Question: Why does diamond's band gap widen when I squeeze it?

I have PBE band gaps of diamond at six volumes, from compressed to stretched. The cell keeps its shape, so all bonds lengthen together. The row at 5.692 Å³/atom is practically free of pressure.

VASP 6.6.1 calculations of diamond (two-atom cell, space group Fd-3m) at six fixed volumes, with the PBE functional, the recommended PAW PBE potential for C and no spin polarisation. The plane-wave cutoff is 700 eV and the Gaussian smearing 0.02 eV wide; both gaps are taken from Kohn-Sham levels at the points of a 14×14×14 k mesh.

```
volume (Å³/atom)  shortest distance (Å)  gap on mesh (eV)  direct gap on mesh (eV)
           5.179                  1.498             4.338                    5.842
           5.350                  1.515             4.263                    5.752
           5.521                  1.531             4.192                    5.665
           5.692                  1.546             4.124                    5.582
           5.862                  1.562             4.059                    5.500
           6.033                  1.577             3.996                    5.421
```

Some questions, from easy to hard:

1. Why are there two gaps, and does squeezing bring them together?
2. Why do both gaps grow when the bonds get shorter?
3. Can I predict the growth from the bond length alone?
4. If my lattice constant is wrong by 1 %, how wrong is the gap?
5. How much does the gap change per GPa, and is that a constant?
6. Both band edges in my output sink as the cell expands. Which of them really moves?
7. Would silicon behave in the same way?
8. Which digits can I trust?

Answer:

1. Two gaps

An electron in a crystal has an energy and a wave vector. The gap on mesh is the smallest energy step from any filled state to any empty one, whatever their wave vectors. The direct gap on mesh allows only steps at the same wave vector, so it can never be the smaller of the two. In diamond the highest filled and the lowest empty state have different wave vectors, and the direct gap is clearly larger.

Squeezing drives the two apart. The direct gap exceeds the other by 1.425 eV at the largest volume and by 1.504 eV at the smallest. Within this range, compression makes diamond no more direct.

2. Why shorter bonds widen the gap

Each carbon atom shares electrons with four neighbours. Where the orbitals of two neighbours overlap, they combine into a bonding state of lower energy and an antibonding state of higher energy. The electrons of diamond fill the bonding bands and leave the antibonding ones empty, so the gap is at root the distance between these two groups.

Bringing the atoms closer strengthens the coupling between their orbitals and pushes the two groups apart. Each group also spreads over a wider range of energy, which works against the gap, but in diamond the separation wins. The table shows the result, a wider gap at every step of compression. The cause is the standard argument of bonding theory, which the gaps by themselves do not test.

3. A prediction from the bond length

The simplest estimate treats the coupling as a kinetic energy. An electron wave that must fit into a length d has a kinetic energy proportional to 1/d². If the whole gap E followed this rule, with d the shortest distance and V the volume per atom, then, since V grows as d³,

E ∝ 1/d² ∝ V^(−2/3)

Take the pressure-free row as the starting point and predict the most compressed one:

E = 4.124 eV × (5.692/5.179)^(2/3) = 4.392 eV

The calculation gives 4.338 eV. The rule has the right direction and order of magnitude, but it predicts a rise of 0.268 eV where the calculation finds 0.214 eV, so it is too steep by a quarter.

For the direct gap the rule does worse. Over the whole series it predicts a change of 0.575 eV, against 0.421 eV in the table. A plausible reason is that the electrons also feel the attraction of the atomic cores, which keep their size when the bonds shrink, so this part of the energy need not follow 1/d². For diamond the rule is good for a first guess of the trend, not for a correction to a computed gap. For other materials even the direction can be wrong, as question 7 shows.

4. An error of 1 % in the lattice constant

For small changes it is better to take the slope from the calculation itself. A least-squares fit to all six rows, with V₀ = 5.692 Å³/atom, gives

E = 4.125 eV − 2.24 eV × ln(V/V₀)

The factor −2.24 eV is called the deformation potential of the gap. It tells how the gap responds to a relative change of volume, and the formula meets every row to within 2 meV. For the direct gap the same fit gives −2.76 eV.

A lattice constant that is 1 % too long makes the volume about 3 % too large. The gap then comes out too small by 0.03 × 2.24 eV, or about 0.07 eV. That is as much as a whole step between neighbouring rows of the table, but it is small beside the gap itself.

5. The change per GPa

Near zero pressure the gap widens by about 5 meV per GPa. This number combines two properties: how the gap responds to volume, and how far the volume yields to pressure. The second is set by the bulk modulus B, which is about 437 GPa here, from the computed pressures of the two rows on either side of the pressure-free one. Dividing the size of the first by B gives

dE/dP = 2.24 eV / 437 GPa ≈ 5 meV/GPa

The value is not a constant. Between the two most compressed rows it is 4.0 meV/GPa, and between the two most stretched ones 6.0 meV/GPa. The response to relative volume is about 5 % larger in the compressed pair, which by itself would raise the value there, so the fall under pressure comes from the stiffness. Compressed diamond is harder to compress further, and each additional GPa shortens the bonds by less. For a wide range of pressure it is therefore safer to find the volume first and then the gap.

6. Which band edge moves

The output can't tell you. From the smallest to the largest volume the upper edge of the filled bands sinks by 2.232 eV and the lower edge of the empty bands by 2.574 eV. It looks as if both move a long way, but an infinite crystal has no outside from which to measure energies. Each cell has its own zero, and that zero shifts with the volume.

The shift is common to both edges and drops out of their difference. What remains is 0.342 eV, exactly the fall of the gap. To follow a single edge you would need a reference shared by all volumes, such as the vacuum level outside a surface.

7. Silicon

Not for the smallest gap. Silicon has the same structure and the same kind of bonds, yet its indirect gap is known to shrink under pressure. The picture of question 2 describes the average distance between bonding and antibonding states, whereas a gap is the distance between two particular states, and these can respond differently.

The usual explanation lies in the lowest empty states. Silicon has empty d orbitals near enough in energy to mix into them and hold them down under compression. Carbon has no d orbitals in its valence shell, so its lowest empty states rise more freely. For a neighbouring material, then, ask first what kind of state forms the lower edge of the empty bands, and only then how the bond length changes.

8. Which digits to trust

That depends on whether you need a change or an absolute value. All rows share the same settings and the gaps run smoothly, so changes of a few hundredths of an eV between rows are meaningful. A change of the last printed digit is not worth explaining.

The absolute value of the smallest gap has an error from the mesh. The lowest empty state of diamond lies at a wave vector that the mesh need not hit exactly, so the printed gap may be slightly too large. If the mesh contains the top of the filled bands, the lowest empty state is at most half a mesh step away along its line. With a rough effective mass of 1.5 electron masses, that costs no more than about 0.04 eV. A finer mesh should change all six values by similar small amounts and hardly alter the trend.

The largest error is of another kind. The measured gap of diamond is roughly 5.5 eV (a recalled value), about 1.4 eV above the pressure-free row. This is four times the whole change along the series, so no reasonable correction of the volume can close it. The atoms in the calculation also stand still, while vibrations narrow the gap of the real crystal, and allowing for them would make the disagreement larger. The shortfall is the well-known tendency of PBE to give gaps that are too small. Use the table for how the gap responds to a uniform change of volume, and take the gap itself from experiment or from a method made for excited states.
